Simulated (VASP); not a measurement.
Input of a VASP 6.6.1 run:

Contents of INCAR:

```
  PREC = Accurate
  ENCUT = 520
  EDIFF = 1E-6
  ISMEAR = 0
  SIGMA = 0.1
  LREAL = F
  LASPH = T
  NELM = 150
  ALGO = Normal
  ISIF = 2
  LWAVE = F
  LCHARG = F
  METAGGA = R2SCAN
  LMIXTAU = T
  NBANDS = 44
  KPAR = 4
```

KPOINTS

```
Automatic mesh
0
Gamma
  10 10 2
```

The input POSCAR:

```
Hf3SnS4
1.0
    3.6105610000      0.0000000000      0.0000000000
   -1.8052810000      3.1268380000      0.0000000000
    0.0000000000      0.0000000000     17.7426700000
Hf Sn S
3 1 4
Direct
    0.0000000000      0.0000000000      0.0000000000
    0.6666670000      0.3333330000      0.6249570000
    0.3333330000      0.6666670000      0.3750430000
    0.0000000000      0.0000000000      0.5000000000
    0.6666670000      0.3333330000      0.9176350000
    0.3333330000      0.6666670000      0.0823650000
    0.3333330000      0.6666670000      0.7025830000
    0.6666670000      0.3333330000      0.2974170000
```

Potentials or basis: VASP PAW PBE potentials, release 64 (Hf_pv, Sn_d, S).

Launch:

```sh
$ cat potpaw_PBE.64/Hf_pv/POTCAR potpaw_PBE.64/Sn_d/POTCAR potpaw_PBE.64/S/POTCAR > POTCAR
$ mpirun -np 4 vasp_std > vasp.out
```

(1) Predict the pressure.

(2) Estimate the largest force.

## Answers

(1) -1.3 GPa.

(2) 0.225 eV/Å.

Caveat: the PAW data sets were made with another functional, which shifts forces and pressure a little.
